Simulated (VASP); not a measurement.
Here is a VASP 6.6.1 calculation.

Contents of INCAR:

```
SYSTEM = BAs
PREC = Accurate
ENCUT = 350
EDIFF = 1E-8
ISMEAR = 0
SIGMA = 0.02
LREAL = .FALSE.
LASPH = .TRUE.
NELM = 80
ALGO = Fast
ISIF = 2
LWAVE = .FALSE.
LCHARG = .FALSE.
GGA = CA
LEPSILON = .TRUE.
IBRION = 8
NSW = 1
```

Contents of KPOINTS:

```
regular mesh
0
G
  6 6 6
  0 0 0
```

File POSCAR:

```
BAs                                     
1.0
    0.0000000000      2.3704591778      2.3704591778
    2.3704591778     -0.0000000000      2.3704591778
    2.3704591778      2.3704591778     -0.0000000000
  B               As            
     1     1
Direct
     0.0000000000000000    0.0000000000000000    0.0000000000000000
     0.2500000000000000    0.2500000000000000    0.2500000000000000
```

Potentials or basis: VASP PAW LDA potentials, release 64 (B, As).

The run is started by

```console
$ cat potpaw_LDA.64/B/POTCAR potpaw_LDA.64/As/POTCAR > POTCAR
$ mpirun -np 1 vasp_std > vasp.out
```

**Question.** Estimate the electronic dielectric tensor (diagonal).

**Answer.** 11.08.

**Question.** Estimate the Born charges (mean of the diagonal).

**Answer.** B -0.54; As +0.54 e.

**Question.** Estimate the highest phonon frequency at Γ, LO-TO splitting left out.

**Answer.** 703 cm⁻¹.

Electronic dielectric tensor:
```
11.08  0.00  0.00
 0.00 11.08  0.00
 0.00  0.00 11.08
```
